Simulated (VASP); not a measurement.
# B5W2 (R-3m) in VASP: a series of runs

One crystal, B5W2, is run at these levels: PBE; tasks: single point.

Program: VASP 6.6.1. These are calculated values, not measurements. Logs are shortened: lines on timing, memory, paths and dates and some standing lists are left out, and cuts for length are marked.

### 1 The crystal as given

It takes space group R-3m (No. 166, trigonal). Conventional cell: a = 3.095 Å, b = 3.095 Å, c = 21.400 Å, α = 90.00°, β = 90.00°, γ = 120.00°. B (site symmetry 3m) has 6 B at 1.83 to 1.96 Å as nearest neighbours. B (site symmetry 3m) is surrounded by 3 B at 1.79 Å. Around B (site symmetry -3m) lie 6 B at 1.83 Å. W (site symmetry 3m) is surrounded by 13 B at 2.32 to 2.63 Å.

### 2 Single point, PBE

The input, INCAR:

```
SYSTEM = B5W2
ALGO = Fast ; EDIFF = 1E-7
ENCUT = 520 ; GGA = PE
ISIF = 2 ; ISMEAR = 0
LASPH = .TRUE. ; LCHARG = .FALSE.
LREAL = .FALSE. ; LWAVE = .FALSE.
NBANDS = 30 ; NELM = 100
PREC = Accurate ; SIGMA = 0.1
```

The input, KPOINTS:

```
k-points
0
G
  15 15 15
  0 0 0
```

The input, POSCAR:

```
B5W2
1.0
    1.5475417438      0.8934736424      7.1332834475
   -1.5475417438      0.8934736424      7.1332834475
    0.0000000000     -1.7869472847      7.1332834475
B W
5 2
Direct
    0.1852275337      0.1852275337      0.1852275337
    0.8147724663      0.8147724663      0.8147724663
    0.3310295744      0.3310295744      0.3310295744
    0.6689704256      0.6689704256      0.6689704256
    0.5000000000      0.5000000000      0.5000000000
    0.0767644504      0.0767644504      0.0767644504
    0.9232355496      0.9232355496      0.9232355496
```

Potentials or basis: VASP PAW PBE potentials, release 64 (B, W_sv).

Run with:

```console
> cat potpaw_PBE.64/B/POTCAR potpaw_PBE.64/W_sv/POTCAR > POTCAR
> mpirun -np 1 vasp_std > vasp.out
```

OUTCAR:

```text
SYSTEM = B5W2
   EDIFF = 1E-7
   ENCUT = 520
   GGA = PE
   ISIF = 2
   ISMEAR = 0
   LASPH = .TRUE.
   LREAL = .FALSE.
   NELM = 100
   PREC = Accurate

 ion  position               nearest neighbor table
   1  0.185  0.185  0.185-   5 1.83   5 1.83   5 1.83   2 1.96   2 1.96   2 1.96   6 2.32   7 2.35
                             7 2.35   7 2.35
   2  0.815  0.815  0.815-   5 1.83   5 1.83   5 1.83   1 1.96   1 1.96   1 1.96   7 2.32   6 2.35
                             6 2.35   6 2.35
   3  0.331  0.331  0.331-   4 1.79   4 1.79   4 1.79   7 2.39   7 2.39   7 2.39   6 2.46   6 2.46
                             6 2.46
   4  0.669  0.669  0.669-   3 1.79   3 1.79   3 1.79   6 2.39   6 2.39   6 2.39   7 2.46   7 2.46
                             7 2.46
   5  0.500  0.500  0.500-   1 1.83   2 1.83   1 1.83   1 1.83   2 1.83   2 1.83   6 2.63   7 2.63
                             6 2.63   7 2.63   6 2.63   7 2.63
   6  0.077  0.077  0.077-   1 2.32   2 2.35   2 2.35   2 2.35   4 2.39   4 2.39   4 2.39   3 2.46
                             3 2.46   3 2.46   5 2.63   5 2.63   5 2.63   7 3.29
   7  0.923  0.923  0.923-   2 2.32   1 2.35   1 2.35   1 2.35   3 2.39   3 2.39   3 2.39   4 2.46
                             4 2.46   4 2.46   5 2.63   5 2.63   5 2.63   6 3.29

  LATTYP: Found a trigonal (rhomboedric) cell.
 ALAT       =     7.3537006562
 COS(alpha) =     0.9114266958

  Lattice vectors:

 A1 = (   1.5475417438,   0.8934736424,   7.1332834475)
 A2 = (  -1.5475417438,   0.8934736424,   7.1332834475)
 A3 = (   0.0000000000,  -1.7869472847,   7.1332834475)

Analysis of symmetry for initial positions (statically):
=====================================================================
 Subroutine PRICEL returns:
 Original cell was already a primitive cell.

 Routine SETGRP: Setting up the symmetry group for a
 trigonal (rhombohedral) supercell.

 Subroutine GETGRP returns: Found 12 space group operations
 (whereof 12 operations were pure point group operations)
 out of a pool of 12 trial point group operations.

The static configuration has the point symmetry D_3d.

Analysis of symmetry for dynamics (positions and initial velocities):
=====================================================================
 Subroutine PRICEL returns:
 Original cell was already a primitive cell.

 Routine SETGRP: Setting up the symmetry group for a
 trigonal (rhombohedral) supercell.

 Subroutine GETGRP returns: Found 12 space group operations
 (whereof 12 operations were pure point group operations)
 out of a pool of 12 trial point group operations.

The dynamic configuration has the point symmetry D_3d.

 Subroutine INISYM returns: Found 12 space group operations
 (whereof 12 operations are pure point group operations),
 and found     1 'primitive' translations

----------------------------------------------------------------------------------------

                                     Primitive cell

  volume of cell :      59.1786

  direct lattice vectors                    reciprocal lattice vectors
     1.547541744  0.893473642  7.133283448     0.323093062  0.186537866  0.046729299
    -1.547541744  0.893473642  7.133283448    -0.323093062  0.186537866  0.046729299
     0.000000000 -1.786947285  7.133283448     0.000000000 -0.373075732  0.046729299

  length of vectors
     7.353700656  7.353700656  7.353700656     0.375990863  0.375990863  0.375990863

  position of ions in fractional coordinates (direct lattice)
     0.185227534  0.185227534  0.185227534
     0.814772466  0.814772466  0.814772466
     0.331029574  0.331029574  0.331029574
     0.668970426  0.668970426  0.668970426
     0.500000000  0.500000000  0.500000000
     0.076764450  0.076764450  0.076764450
     0.923235550  0.923235550  0.923235550

  ion indices of the primitive-cell ions
   primitive index   ion index
                 1           1
                 2           2
                 3           3
                 4           4
                 5           5
                 6           6
                 7           7

----------------------------------------------------------------------------------------

 KPOINTS: k-points

Automatic generation of k-mesh.
 Grid dimensions read from file:
 generate k-points for:   15   15   15

 Generating k-lattice:

  Cartesian coordinates                     Fractional coordinates (reciprocal lattice)
     0.021539537  0.012435858  0.003115287     0.066666667  0.000000000 -0.000000000
    -0.021539537  0.012435858  0.003115287     0.000000000  0.066666667 -0.000000000
     0.000000000 -0.024871715  0.003115287     0.000000000  0.000000000  0.066666667

  Length of vectors
     0.025066058  0.025066058  0.025066058

  Shift w.r.t. Gamma in fractional coordinates (k-lattice)
     0.000000000  0.000000000  0.000000000

 Subroutine IBZKPT returns following result:
 ===========================================

 Found    344 irreducible k-points:

 Following reciprocal coordinates:
            Coordinates               Weight
  0.000000  0.000000  0.000000      1.000000
  0.066667 -0.000000  0.000000      6.000000
  0.133333  0.000000  0.000000      6.000000
  0.200000  0.000000  0.000000      6.000000
  0.266667  0.000000  0.000000      6.000000
  0.333333  0.000000  0.000000      6.000000
[... 16 lines left out ...]
  0.133333  0.133333 -0.000000      6.000000
  0.200000  0.133333  0.000000     12.000000
 [... further k-points ...]
   k-points           NKPTS =    344   k-points in BZ     NKDIM =    344   number of bands    NBANDS=     30
   number of dos      NEDOS =    301   number of ions     NIONS =      7
   total plane-waves  NPLWV = 175616
   dimension x,y,z NGX =    56 NGY =   56 NGZ =   56
   dimension x,y,z NGXF=   112 NGYF=  112 NGZF=  112
   ions per type =               5   2
   NGX,Y,Z   is equivalent  to a cutoff of  12.66, 12.66, 12.66 a.u.
   NGXF,Y,Z  is equivalent  to a cutoff of  25.32, 25.32, 25.32 a.u.
 SYSTEM =  B5W2
   PREC   = accura    normal or accurate (medium, high low for compatibility)
   ISTART =      0    job   : 0-new  1-cont  2-samecut
   ICHARG =      2    charge: 1-file 2-atom 10-const
   ISPIN  =      1    spin polarized calculation?
   LNONCOLLINEAR =      F non collinear calculations
   LSORBIT =      F    spin-orbit coupling
   LASPH  =      T    aspherical Exc in radial PAW
   ENCUT  =  520.0 eV  38.22 Ry    6.18 a.u.  13.67 13.67 13.67*2*pi/ulx,y,z
   NELM   =    100;   NELMIN=  2; NELMDL= -5     # of ELM steps
   EDIFF  = 0.1E-06   stopping-criterion for ELM
   LREAL  =      F    real-space projection
   EDIFFG = 0.1E-05   stopping-criterion for IOM
   NSW    =      0    number of steps for IOM
   IBRION =     -1    ionic relax: 0-MD 1-quasi-New 2-CG
   NFREE  =      0    steps in history (QN), initial steepest desc. (CG)
   ISIF   =      2    stress and relaxation
   ISYM   =      2    0-nonsym 1-usesym 2-fastsym
   POTIM  = 0.5000    time-step for ionic-motion
   TEBEG  =    0.0;   TEEND  =   0.0 temperature during run
   PSTRESS=    0.0 pullay stress
   NELECT =      43.0000    total number of electrons
   NUPDOWN=      -1.0000    fix difference up-down
   EMIN   =  10.00;   EMAX   =-10.00  energy-range for DOS
   EFERMI =   0.00;   METHOD = LEGACY
   ISMEAR =     0;   SIGMA  =   0.10  broadening in eV -4-tet -1-fermi 0-gaus
   EFERMI_NEDOS =   21; number of points for ismear=-14 and -15
   IALGO  =     68    algorithm
   IMIX   =      4    mixing-type and parameters
     AMIX     =   0.40;   BMIX     =  1.00
     AMIX_MAG =   1.60;   BMIX_MAG =  1.00
  volume/ion in A,a.u.               =       8.45        57.05
  Fermi-wavevector in a.u.,A,eV,Ry     =   1.471779  2.781260 29.472048  2.166134
  Thomas-Fermi vector in A             =   2.586874
   LORBIT       =      0    0 simple, 1 ext, 2 COOP (PROOUT), +10 PAW based schemes
   GGA     = PE    functional components
   LHFCALC =     F    Hartree Fock is set to
   AEXX    =    0.0000 exact exchange contribution
   IVDW    =     0    specifies the selected vdW correction
   LEPSILON=     F    determine dielectric tensor
   LRPA    =     F    only Hartree local field effects (RPA)
 non-spin polarized calculation
 RMM-DIIS sequential band-by-band and
 Gauss-broadening in eV      SIGMA  =   0.10
  energy-cutoff  :      520.00
  volume of cell :       59.18
 maximum number of plane-waves:      1610
   NGX = 27   NGY = 27   NGZ = 27

 number of electron      43.0000000 magnetization

 Free energy of the ion-electron system (eV)
  ---------------------------------------------------
  ext. energy  EPLUGINS =         0.00000000
  ---------------------------------------------------
  free energy    TOTEN  =       -57.65509343 eV

  energy without entropy =      -57.64380209  energy(sigma->0) =      -57.64944776

 E-fermi :  11.9656     XC(G=0): -13.4479

 val. band max:       11.9649980623   @ k =  -0.4000   0.4667   0.2667
 cond. band min:      11.9674574903   @ k =  -0.3333  -0.4000   0.2667
 fundamental gap:      0.0024594281
 Fermi energy:        11.9656392836

 k-point     1 :       0.0000    0.0000    0.0000
  band No.  band energies     occupation
      1     -63.0905      2.00000
      2     -63.0875      2.00000
      3     -27.5885      2.00000
      4     -27.4707      2.00000
      5     -27.1359      2.00000
      6     -27.1359      2.00000
[... 22 lines left out ...]
     29      14.3635      0.00000
     30      15.9535      0.00000

 k-point     2 :       0.0667   -0.0000    0.0000
  band No.  band energies     occupation
      1     -63.0894      2.00000
      2     -63.0864      2.00000
      3     -27.5847      2.00000
      4     -27.4679      2.00000
      5     -27.1554      2.00000
      6     -27.1478      2.00000
[... 718 lines left out ...]
 k-point    24 :       0.2000    0.1333    0.0000
  band No.  band energies     occupation
      1     -63.0836      2.00000
      2     -63.0807      2.00000
      3     -27.5632      2.00000
      4     -27.4538      2.00000
      5     -27.2570      2.00000
      6     -27.2480      2.00000
[... 22 lines left out ...]
     29      15.3313      0.00000
     30      16.2967      0.00000

 [... further k-points ...]

------------------------ aborting loop because EDIFF is reached ----------------------------------------

  FORCE on cell =-STRESS in cart. coord.  units (eV):
  Direction    XX          YY          ZZ          XY          YZ          ZX
  --------------------------------------------------------------------------------------
  -------------------------------------------------------------------------------------
  Total        0.1491121      0.1491121      0.2100159      0.0000000      0.0000000      0.0000000
  in kB        4.0369979      4.0369979      5.6858819      0.0000000      0.0000000      0.0000000
  external PRESSURE =       4.5866259 kB  Pullay stress =       0.0000000 kB

 VOLUME and BASIS-vectors are now :
 -----------------------------------------------------------------------------
  energy-cutoff  :      520.00
  volume of cell :       59.18
      direct lattice vectors                 reciprocal lattice vectors
     1.547541744  0.893473642  7.133283448     0.323093062  0.186537866  0.046729299
    -1.547541744  0.893473642  7.133283448    -0.323093062  0.186537866  0.046729299
     0.000000000 -1.786947285  7.133283448     0.000000000 -0.373075732  0.046729299

 POSITION                                       TOTAL-FORCE (eV/Angst)
 -----------------------------------------------------------------------------------
      0.00000      0.00000      3.96384         0.000000     -0.000000     -0.003921
      0.00000      0.00000     17.43601         0.000000      0.000000      0.003921
      0.00000      0.00000      7.08398         0.000000      0.000000      0.004304
      0.00000      0.00000     14.31587         0.000000     -0.000000     -0.004304
      0.00000      0.00000     10.69993         0.000000     -0.000000      0.000000
      0.00000      0.00000      1.64275         0.000000     -0.000000     -0.000707
      0.00000      0.00000     19.75710         0.000000      0.000000      0.000707
 -----------------------------------------------------------------------------------
    total drift:                               -0.000000      0.000000      0.000000

  FREE ENERGIE OF THE ION-ELECTRON SYSTEM (eV)
  ---------------------------------------------------
  free  energy   TOTEN  =       -57.6550934284 eV

  energy  without entropy=      -57.6438020925  energy(sigma->0) =      -57.64944776
```

It took 28 min on 1 thread of Intel Xeon 6975P-C (Granite Rapids), shared host; peak memory 0.8 GiB.

Results:

| Property | Result |
| --- | --- |
| Free energy | -57.6551 eV |
| Pressure | 0.5 GPa |
| Largest force | 0.004 eV/Å |
| Band gap on the k mesh | none (metal or under the smearing width) |

Forces on the atoms (eV/Å):
```
B    0.000  0.000 -0.004
B    0.000  0.000  0.004
B    0.000  0.000  0.004
B    0.000  0.000 -0.004
B    0.000  0.000  0.000
W    0.000  0.000 -0.001
W    0.000  0.000  0.001
```

Stress tensor (GPa, compression positive):
```
0.40 0.00 0.00
0.00 0.40 0.00
0.00 0.00 0.57
```

Spin-orbit coupling is left out, which matters for the levels of W.

### 3 Single point, PBE

This run uses another cell than the first one, of 7.83 Å³/atom, 0.926 times its volume.

The input, INCAR:

```
SYSTEM = B5W2
ALGO = Fast ; EDIFF = 1E-7
ENCUT = 520 ; GGA = PE
ISIF = 2 ; ISMEAR = 0
LASPH = .True. ; LCHARG = .True.
LELF = .True. ; LREAL = .False.
LVHAR = .True. ; LWAVE = .False.
NBANDS = 30 ; NELM = 100
PREC = Accurate ; SIGMA = 0.1
```

The input, KPOINTS:

```
k-points
0
Gamma
  9 9 9
  0 0 0
```

The input, POSCAR:

```
B5W2
1.0
    1.5054992485      0.8692003964      6.9766690164
   -1.5054992485      0.8692003964      6.9766690164
    0.0000000000     -1.7384007928      6.9766690164
B W
5 2
Direct
    0.1860000000      0.1860000000      0.1860000000
    0.8140000000      0.8140000000      0.8140000000
    0.3330000000      0.3330000000      0.3330000000
    0.6670000000      0.6670000000      0.6670000000
    0.5000000000      0.5000000000      0.5000000000
    0.0750000000      0.0750000000      0.0750000000
    0.9250000000      0.9250000000      0.9250000000
```

Potentials or basis: VASP PAW PBE potentials, release 64 (B, W_sv).

Run with:

```console
> cat potpaw_PBE.64/B/POTCAR potpaw_PBE.64/W_sv/POTCAR > POTCAR
> mpirun -np 1 vasp_std > vasp.out
```

It took 7.6 min on 1 thread of Intel Xeon 6975P-C (Granite Rapids), shared host; peak memory 0.46 GiB.

The run converged. Its results:

* Free energy: -57.2228 eV
* Pressure: 28.7 GPa
* Largest force: 0.420 eV/Å
* Band gap on the k mesh: none (metal or under the smearing width)

Forces in eV/Å, atoms in the order of the input:
```
B    0.000  0.000 -0.420
B    0.000  0.000  0.420
B    0.000  0.000 -0.415
B    0.000  0.000  0.415
B    0.000  0.000  0.000
W    0.000  0.000  0.399
W    0.000  0.000 -0.399
```

Stress tensor (GPa, compression positive):
```
29.85  0.00  0.00
 0.00 29.85  0.00
 0.00  0.00 26.33
```

Levels at points of the mesh, in eV from the Fermi level:
```tsv
k point	band 18	band 19	band 20	band 21	band 22	band 23	band 24	band 25
(0.00, 0.00, 0.00)	-3.68	-3.68	-2.37	-2.37	-1.88	-0.80	-0.80	0.64
```

Caveat: a pressure of tens of GPa on the cell as given is suspect, and the run, the potentials or the cell itself is likely at fault.
